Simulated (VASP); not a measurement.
Input of a VASP 6.6.1 run:

Contents of POSCAR:

```
GaP                                     
1.0
    0.0000000000      2.7528365045      2.7528365045
    2.7528365045      0.0000000000      2.7528365045
    2.7528365045      2.7528365045      0.0000000000
  Ga              P             
     1     1
Direct
     0.0000000000000000    0.0000000000000000    0.0000000000000000
     0.2500000000000000    0.2500000000000000    0.2500000000000000
```

The input INCAR.step1:

```
SYSTEM = GaP
PREC = Accurate
ENCUT = 520
EDIFF = 1E-5
ISMEAR = 0
SIGMA = 0.02
LREAL = .False.
LASPH = .True.
NELM = 100
ALGO = Normal
ISIF = 2
LWAVE = .True.
LCHARG = .False.
KPAR = 4
GGA = PE
```

File INCAR.step2:

```
SYSTEM = GaP
PREC = Accurate
ENCUT = 520
EDIFF = 1E-7
ISMEAR = 0
SIGMA = 0.02
LREAL = .False.
LASPH = .True.
NELM = 100
ALGO = Normal
ISIF = 2
LWAVE = .False.
LCHARG = .False.
GGA = PE
LHFCALC = .True.
HFSCREEN = 0.2
PRECFOCK = Fast
KPAR = 4
ISTART = 1
```

Contents of KPOINTS:

```
Automatic mesh
0
Gamma
  6 6 6
  0 0 0
```

File KPOINTS_OPT:

```
path GXWKGLUWLK,UX
8
line-mode
reciprocal
 0.0000000000  0.0000000000  0.0000000000  G
 0.5000000000  0.0000000000  0.5000000000  X

 0.5000000000  0.0000000000  0.5000000000  X
 0.5000000000  0.2500000000  0.7500000000  W

 0.5000000000  0.2500000000  0.7500000000  W
 0.3750000000  0.3750000000  0.7500000000  K

 0.3750000000  0.3750000000  0.7500000000  K
 0.0000000000  0.0000000000  0.0000000000  G

 0.0000000000  0.0000000000  0.0000000000  G
 0.5000000000  0.5000000000  0.5000000000  L

 0.5000000000  0.5000000000  0.5000000000  L
 0.6250000000  0.2500000000  0.6250000000  U

 0.6250000000  0.2500000000  0.6250000000  U
 0.5000000000  0.2500000000  0.7500000000  W

 0.5000000000  0.2500000000  0.7500000000  W
 0.5000000000  0.5000000000  0.5000000000  L

 0.5000000000  0.5000000000  0.5000000000  L
 0.3750000000  0.3750000000  0.7500000000  K

 0.6250000000  0.2500000000  0.6250000000  U
 0.5000000000  0.0000000000  0.5000000000  X
```

Potentials or basis: VASP PAW PBE potentials, release 64 (Ga_d, P).

The run is started by

```console
$ cat potpaw_PBE.64/Ga_d/POTCAR potpaw_PBE.64/P/POTCAR > POTCAR
$ cp INCAR.step1 INCAR
$ mpirun -np 4 vasp_std > vasp.out
$ cp INCAR.step2 INCAR
$ mpirun -np 4 vasp_std > vasp.out
```

(1) Estimate the band gap on the k mesh.

(2) Predict the band gap along the path.

(3) Estimate the pressure.

Results:

(1) 2.37 eV, indirect (least direct gap 2.54 eV).

(2) 2.33 eV, indirect (least direct gap 2.54 eV).

(3) -2.0 GPa.

Caveat: the PAW data sets were made with another functional, which shifts forces and pressure a little.

**The experiment to reproduce.**

From “Stacking defects in GaP nanowires: Electronic structure and optical properties”, 2018, arxiv:1810.01194, for a bulk crystal of GaP at 10 K: band gap 2.34 eV (indirect).

A measured gap of GaP is 2.34 eV (indirect; 10 K; quoted in “Stacking defects in GaP nanowires: Electronic structure and optical properties”, 2018, arxiv:1810.01194); the calculated 2.33 eV misses it by -0.01 eV. Spin-orbit coupling on Ga is left out. The value is that of HSE06, without temperature or zero-point motion.
